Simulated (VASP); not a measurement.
Here is the system:

```
CELL_PARAMETERS angstrom
      0.00000     2.45918     2.45918
      2.45918     0.00000     2.45918
      2.45918     2.45918     0.00000
ATOMIC_POSITIONS crystal
  K  0.00000 0.00000 0.00000
  F  0.50000 0.50000 0.50000
```

All values below come from r2SCAN meta-GGA, VASP's PBE PAW potentials (set 64) (plane waves; VASP). Numerical set-up: 600 eV cut-off, 8×8×8 Γ-centred mesh, Gaussian smearing of 0.050 eV, potentials K_sv F.

### Question
Estimate the energy per atom (σ→0), pressure, band gap (on the k-mesh) with the smallest direct gap where there is one.

### Answer

```yaml
band gap (on the k-mesh): 8.34 eV
smallest direct gap (on the k-mesh): 8.39 eV
energy per atom (σ→0): -7.336 eV/atom
pressure: 15.06 GPa
```

The compound is KF in the rock salt structure. It was relaxed first under an external pressure of 15 GPa.
